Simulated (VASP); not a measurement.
Input:

```
CELL_PARAMETERS angstrom
      1.79000    -3.10037     0.00000
      1.79000     3.10037     0.00000
      0.00000     0.00000     5.62000
ATOMIC_POSITIONS crystal
  Ho 0.33333 0.66667 0.25000
  Ho 0.66667 0.33333 0.75000
```

These are revPBE GGA, VASP's PBE PAW potentials (set 64) (plane waves; VASP) values and carry that method's errors. Run with 520 eV cut-off, 11×11×6 Γ-centred mesh, first-order Methfessel-Paxton smearing of 0.10 eV, potentials Ho_3.

The 4f electrons are frozen in the core of the lanthanide potential, so 4f levels, which can set the real gap, and their magnetism are missing. Energy and stress use the plane-wave basis of the starting cell.

Question: The ions, cell shape and volume are relaxed. Which structure does the run end with?

Answer: 
```
CELL_PARAMETERS angstrom
      1.82015    -3.15259     0.00000
      1.82015     3.15259     0.00000
      0.00000     0.00000     5.62690
ATOMIC_POSITIONS crystal
  Ho 0.33333 0.66667 0.25000
  Ho 0.66667 0.33333 0.75000
```
Space group P6_3/mmc (194), at a tolerance of 0.03 Å.

Question: How do energy and volume change from the first to the last step?

Answer: The energy (σ→0) changes by -6.5 meV/atom and the volume by +3.5 %, in 6 ionic steps.

The compound is Ho in the hcp structure. This run relaxes it. Symmetry was kept, so distortions that lower it aren't found.
